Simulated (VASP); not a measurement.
# BaTiO3: stress against strain

BaTiO3 (cubic perovskite, Pm-3m, 12.645 Å³/atom and stress up to 0.08 GPa in the relaxed cell, cube axes along x, y and z) under a strain ε along a cube axis (axis z), the other axes held. PBEsol in VASP (plane waves, PAW), 600 eV, 8×8×8 Γ-centred mesh, Gaussian smearing 0.05 eV; ions are relaxed, or left where forces stay under 0.02 eV/Å, within the symmetry of each cell. Stress is positive for a compressed cell.

Here s stands for strain and y for stress zz.

| strain (%) | stress zz (GPa) |
|---|---|
| -1.50 | 5.02 |
| -1.00 | 3.24 |
| -0.50 | 1.53 |
| 0.00 | -0.08 |
| 0.50 | -1.61 |
| 1.00 | -3.07 |
| 1.50 | -4.45 |
| 3.00 | ? |

### Question
Fit y against s with a straight line, and predict the withheld value at s = 3.00.

### Answer
Means: s 0, y 0.083. About the means, the sum of products is -22.085 and the sum of squares of s is 7.0000; the slope is their ratio. Least squares gives y = 0.083 - 3.1550·s. Residuals (row less fit): 0.204, 0.002, -0.130, -0.163, -0.116, 0.002, 0.199; standard error 0.166 (degrees of freedom: 5). The slope gives the elastic constant C11 = 316 ± 6 GPa (± standard error of the fit, which holds the terms cut off). At the withheld row, y = 0.083 - 3.1550 × 3.0 = -9.382 GPa. The calculation gives -8.17 GPa, 1.212 GPa above the prediction (9.2 % of the range of y in the table). The row lies outside the fitted rows, so this is an extrapolation. From the scatter of the fitted rows alone, a prediction at this place has a standard error of 0.259 GPa, so the miss is 4.7 times that.

A polynomial of degree 2 through the 12 other runs of the series gives -8.10 there, so most of the miss is curvature that the fit leaves out. The primitive cell can neither tilt nor turn polar against its symmetry, as such crystals can under strain. BaTiO3 is here the ideal cubic form; the compound distorts at low or room temperature. Rows are the converged runs of the series near zero and its far end; series whose fitted rows scatter by over a few per cent of the range, as at a crossing or softening among them, aren't shown in this form, nor equations of state whose B0' disagrees with the runs' pressures. Most that stay on the fit to the last digits aren't either.
